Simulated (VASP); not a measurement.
A convergence study with VASP on KI (rock salt): one setting is varied, all else stays as given below, so the limit is that of these other settings. Each run relaxes cell and ions; the cell shown is the tightest run's result. The basis is that of the starting cell, so low cut-offs carry a Pulay error.

```
KI
1.0
    0.00000     3.59505     3.59505
    3.59505     0.00000     3.59505
    3.59505     3.59505     0.00000
K I
1 1
Direct
  0.00000   0.00000   0.00000
  0.50000   0.50000   0.50000
```

Calculation: PBE GGA, VASP's PBE PAW potentials (set 64) (plane waves; VASP). The tightest run used: 700 eV cut-off, 5×5×5 Γ-centred mesh, Gaussian smearing of 0.050 eV, potentials K_sv I.

The reference is ENCUT = 700, which took about 50 core-seconds. The timings are rough (shared machines, no repeats); factors under 2 mean little.

Q: Of the settings ENCUT = 150; ENCUT = 200; ENCUT = 250; ENCUT = 300; ENCUT = 350; ENCUT = 400; ENCUT = 450; ENCUT = 500; ENCUT = 550; ENCUT = 600; ENCUT = 650; ENCUT = 700, which is the lowest that keeps the difference from the reference in relaxed volume (Å³/atom) within 0.1 from there on, and what does it cost?

A: ENCUT = 400; its cost over the reference is within a factor of 2.
| setting | difference in relaxed volume (Å³/atom) | cost over the reference |
|---|---|---|
| ENCUT = 150 | 10.261 | about 1/3 |
| ENCUT = 200 | 2.383 | about 1/5 |
| ENCUT = 250 | 0.272 | about 1/2 |
| ENCUT = 300 | 0.508 | about 1/3 |
| ENCUT = 350 | 0.300 | about 1/3 |
| ENCUT = 400 | 0.077 | within a factor of 2 |
| ENCUT = 450 | 0.028 | within a factor of 2 |
| ENCUT = 500 | 0.049 | within a factor of 2 |
| ENCUT = 550 | 0.049 | within a factor of 2 |
| ENCUT = 600 | 0.027 | within a factor of 2 |
| ENCUT = 650 | 0.006 | within a factor of 2 |
| ENCUT = 700 | 0.000 | reference |

Left out are rungs that failed or repeat a setting and relaxations that didn't move; long series are thinned to 24 rows.

The compound is KI in the rock salt structure.
